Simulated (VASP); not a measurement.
Level of theory: PBEsol GGA, VASP's PBE PAW potentials (set 64) (plane waves; VASP 6.6.1).

VASP input:

File POSCAR:
```
MgS
1.0
  3.9427739062   0.0000000000   0.0000000000
 -1.9713869531   3.4145424791   0.0000000000
  0.0000000000   0.0000000000   6.2093350114
Mg S
2 2
Cartesian
 -0.0000019714   2.2763627909   6.1762633076
  1.9713889245   1.1381796882   3.0715958019
 -0.0000019714   2.2763627909   2.3615723330
  1.9713889245   1.1381796882   5.4662398387
```

INCAR:
```
! general
SYSTEM   =  MgS
PREC     =  Accurate
ENCUT    =  500
LREAL    =  .FALSE.
LASPH    =  .TRUE.

! electronic loop
EDIFF    =  1E-6
NELM     =  100
ALGO     =  Normal

! smearing
ISMEAR   =  0
SIGMA    =  0.05

! functional
GGA      =  PS

! ions
IBRION   =  2
NSW      =  40
ISIF     =  3
EDIFFG   =  -0.02
PSTRESS  =  50

! output
LWAVE    =  .FALSE.
LCHARG   =  .FALSE.
```

**KPOINTS**
```
K-points
0
gamma
 7 7 4
```

POTCAR, in this order: Mg S (PBE.64 set). Program: vasp_std.

Output

File OUTCAR:
```
 ion  position               nearest neighbor table
   1  0.333  0.667  0.995-   4 2.38   4 2.38   4 2.38   3 2.39
   2  0.667  0.333  0.495-   3 2.38   3 2.38   3 2.38   4 2.39
   3  0.333  0.667  0.380-   2 2.38   2 2.38   2 2.38   1 2.39
   4  0.667  0.333  0.880-   1 2.38   1 2.38   1 2.38   2 2.39
  LATTYP: Found a hexagonal cell.
 ALAT       =     3.9427739062
 C/A-ratio  =     1.5748645900
 Subroutine PRICEL returns:
 Original cell was already a primitive cell.
 Subroutine GETGRP returns: Found 12 space group operations
The static configuration has the point symmetry C_3v.
 The point group associated with its full space group is C_6v.
The dynamic configuration has the point symmetry C_3v.
 Subroutine INISYM returns: Found 12 space group operations
 Subroutine IBZKPT returns following result:
 Found     24 irreducible k-points:

 Following reciprocal coordinates:
            Coordinates               Weight
  0.000000  0.000000  0.000000      1.000000
  0.142857  0.000000  0.000000      6.000000
  0.285714 -0.000000  0.000000      6.000000
  0.428571 -0.000000  0.000000      6.000000
  0.142857  0.142857  0.000000      6.000000
  0.285714  0.142857  0.000000     12.000000
  0.428571  0.142857  0.000000      6.000000
  0.285714  0.285714  0.000000      6.000000
  0.000000  0.000000  0.250000      2.000000
  0.142857  0.000000  0.250000     12.000000
  0.285714 -0.000000  0.250000     12.000000
  0.428571 -0.000000  0.250000     12.000000
  0.142857  0.142857  0.250000     12.000000
  0.285714  0.142857  0.250000     24.000000
  0.428571  0.142857  0.250000     12.000000
  0.285714  0.285714  0.250000     12.000000
  0.000000  0.000000  0.500000      1.000000
  0.142857  0.000000  0.500000      6.000000
  0.285714 -0.000000  0.500000      6.000000
  0.428571 -0.000000  0.500000      6.000000
...
```

**OSZICAR**
```
       N       E                     dE             d eps       ncg     rms          rms(c)
DAV:   1     0.664192934179E+02    0.66419E+02   -0.61972E+03   576   0.106E+03
DAV:   2    -0.130448973547E+02   -0.79464E+02   -0.73947E+02   868   0.168E+02
DAV:   3    -0.186399404331E+02   -0.55950E+01   -0.55739E+01   744   0.499E+01
DAV:   4    -0.187175495166E+02   -0.77609E-01   -0.77577E-01   708   0.724E+00
DAV:   5    -0.187190712015E+02   -0.15217E-02   -0.15216E-02   728   0.102E+00    0.560E+00
DAV:   6    -0.178576799246E+02    0.86139E+00   -0.17421E+00   608   0.694E+00    0.437E+00
DAV:   7    -0.177719697764E+02    0.85710E-01   -0.38477E-01   672   0.333E+00    0.292E+00
DAV:   8    -0.177766859322E+02   -0.47162E-02   -0.18154E-02   656   0.113E+00    0.906E-01
DAV:   9    -0.177760059129E+02    0.68002E-03   -0.14750E-03   724   0.290E-01    0.161E-01
DAV:  10    -0.177763380786E+02   -0.33217E-03   -0.40048E-04   628   0.142E-01    0.173E-02
DAV:  11    -0.177763507430E+02   -0.12664E-04   -0.15598E-05   716   0.278E-02    0.198E-02
DAV:  12    -0.177763512542E+02   -0.51117E-06   -0.35448E-06   660   0.112E-02
   1 F= -.15167563E+02 E0= -.15167563E+02  d E =-.151676E+02
```

**OUTCAR**
```
------------------------ aborting loop because EDIFF is reached ----------------------------------------
  FORCE on cell =-STRESS in cart. coord.  units (eV):
  Direction    XX          YY          ZZ          XY          YZ          ZX
  --------------------------------------------------------------------------------------
  Total        2.6158236      2.6158237      2.6103424      0.0000000      0.0000000      0.0000000
  in kB       50.1348296     50.1348330     50.0297774      0.0000000      0.0000000      0.0000000
  external PRESSURE =       0.0998133 kB  Pullay stress =      50.0000000 kB
  volume of cell :       83.59
      direct lattice vectors                 reciprocal lattice vectors
     3.942773906  0.000000000  0.000000000     0.253628543  0.146432502  0.000000000
    -1.971386953  3.414542479  0.000000000     0.000000000  0.292865005  0.000000000
     0.000000000  0.000000000  6.209335011     0.000000000  0.000000000  0.161047841
 POSITION                                       TOTAL-FORCE (eV/Angst)
 -----------------------------------------------------------------------------------
     -0.00000      2.27636      6.17626         0.000000     -0.000000     -0.010587
      1.97139      1.13818      3.07160        -0.000000      0.000000     -0.010587
     -0.00000      2.27636      2.36157        -0.000000      0.000000      0.010587
      1.97139      1.13818      5.46624         0.000000     -0.000000      0.010587
 -----------------------------------------------------------------------------------
    total drift:                               -0.000960      0.000554     -0.000386
  FREE ENERGIE OF THE ION-ELECTRON SYSTEM (eV)
  ---------------------------------------------------
  free  energy   TOTEN  =       -17.7763512542 eV

  energy  without entropy=      -17.7763512542  energy(sigma->0) =      -17.77635125
  enthalpy is  TOTEN    =       -15.1675625370 eV   P V=        2.6087887172

 reached required accuracy - stopping structural energy minimisation
```
(Selected blocks of OUTCAR.)

**OUTCAR**
```
 val. band max:        1.7290765101   @ k =   0.0000   0.0000   0.0000

 cond. band min:       5.3592300123   @ k =   0.0000   0.0000   0.0000


 Fermi energy:         1.9842034990

 k-point     1 :       0.0000    0.0000    0.0000
  band No.  band energies     occupation
      1     -10.0354      2.00000
      2      -9.1260      2.00000
      3      -1.8867      2.00000
      4       1.0024      2.00000
      5       1.0024      2.00000
      6       1.4871      2.00000
      7       1.4871      2.00000
      8       1.7291      2.00000
      9       5.3592      0.00000
     10       6.4341      0.00000
     11       9.1575      0.00000
     12       9.1575      0.00000

 k-point     2 :       0.1429    0.0000    0.0000
  band No.  band energies     occupation
      1      -9.9198      2.00000
      2      -9.0712      2.00000
      3      -1.7139      2.00000
      4       0.3560      2.00000
      5       0.8232      2.00000
      6       0.8293      2.00000
      7       1.4434      2.00000
      8       1.6294      2.00000
      9       6.1385      0.00000
     10       7.0759      0.00000
     11       8.6294      0.00000
     12       9.4330      0.00000

 k-point     3 :       0.2857   -0.0000    0.0000
  band No.  band energies     occupation
      1      -9.6207      2.00000
      2      -8.9619      2.00000
      3      -1.2439      2.00000
      4      -0.7705      2.00000
      5      -0.2031      2.00000
      6       0.5017      2.00000
      7       1.2927      2.00000
      8       1.3048      2.00000
      9       6.7660      0.00000
     10       7.2771      0.00000
     11       8.0158      0.00000
     12       9.2952      0.00000

 k-point     4 :       0.4286   -0.0000    0.0000
  band No.  band energies     occupation
      1      -9.3005      2.00000
      2      -8.9250      2.00000
      3      -1.5479      2.00000
      4      -0.8876      2.00000
      5      -0.5698      2.00000
      6       0.2879      2.00000
...
```

The structure was generated: MgS was put into the wurtzite type (P6_3mc), which need not be its known phase. It was relaxed first under an external pressure of 5 GPa.
